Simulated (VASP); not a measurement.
Write the native input for VASP 6.6.1 that does the following.

- Task: band structure
- Functional: PBEsol
- Potentials or basis: VASP PAW PBE potentials, release 64 (Ba_sv, Si)
- Cutoff: 520 eV
- k mesh: 4 × 4 × 4
- Occupations: fermi-dirac, width 0.05 eV
- Spin: no spin polarisation
- Further INCAR settings: ALGO = Normal; EDIFF = 1e-07; NBANDS = 30

The structure of Ba4Si lies in POSCAR:

```
Ba4Si
1.0
   -3.9635100000      3.9635100000      3.9635100000
    3.9635100000     -3.9635100000      3.9635100000
    3.9635100000      3.9635100000     -3.9635100000
Ba Si
4 1
Direct
    0.5000000000      0.5000000000      0.5000000000
    0.5000000000      0.0000000000      0.0000000000
    0.0000000000      0.0000000000      0.5000000000
    0.0000000000      0.5000000000      0.0000000000
    0.0000000000      0.0000000000      0.0000000000
```

The cell was built by a generator and needn't be a form met in nature.

One way to write it, as run:

INCAR

```
ALGO = Normal ; EDIFF = 1E-7
ENCUT = 520 ; GGA = PS
ISIF = 2 ; ISMEAR = -1
LASPH = True ; LCHARG = False
LREAL = False ; LWAVE = False
NBANDS = 30 ; NELM = 60
PREC = Accurate ; SIGMA = 0.05
```

KPOINTS

```
k-points
0
Gamma
  4 4 4
```

KPOINTS_OPT

```
path GHNGPH,PN
15
line-mode
reciprocal
 0.0000000000  0.0000000000  0.0000000000  G
 0.5000000000 -0.5000000000  0.5000000000  H

 0.5000000000 -0.5000000000  0.5000000000  H
 0.0000000000  0.0000000000  0.5000000000  N

 0.0000000000  0.0000000000  0.5000000000  N
 0.0000000000  0.0000000000  0.0000000000  G

 0.0000000000  0.0000000000  0.0000000000  G
 0.2500000000  0.2500000000  0.2500000000  P

 0.2500000000  0.2500000000  0.2500000000  P
 0.5000000000 -0.5000000000  0.5000000000  H

 0.2500000000  0.2500000000  0.2500000000  P
 0.0000000000  0.0000000000  0.5000000000  N
```

Potentials or basis: VASP PAW PBE potentials, release 64 (Ba_sv, Si).

The run is started by

```bash
$ cat potpaw_PBE.64/Ba_sv/POTCAR potpaw_PBE.64/Si/POTCAR > POTCAR
$ mpirun -np 1 vasp_std > vasp.out
```

Results of the run:

```json
{
  "Pressure": "-0.8 GPa",
  "Band gap along the path": "none (metal or under the smearing width)"
}
```

Caveat: the PAW data sets were made with another functional, which shifts forces and pressure a little; spin-orbit coupling is left out, which moves the levels of the heavy elements.

Run time: 12 min on 1 thread of AMD EPYC 7R43 64-Core Processor (Zen 3), on a shared host, peak memory 0.37 GiB.
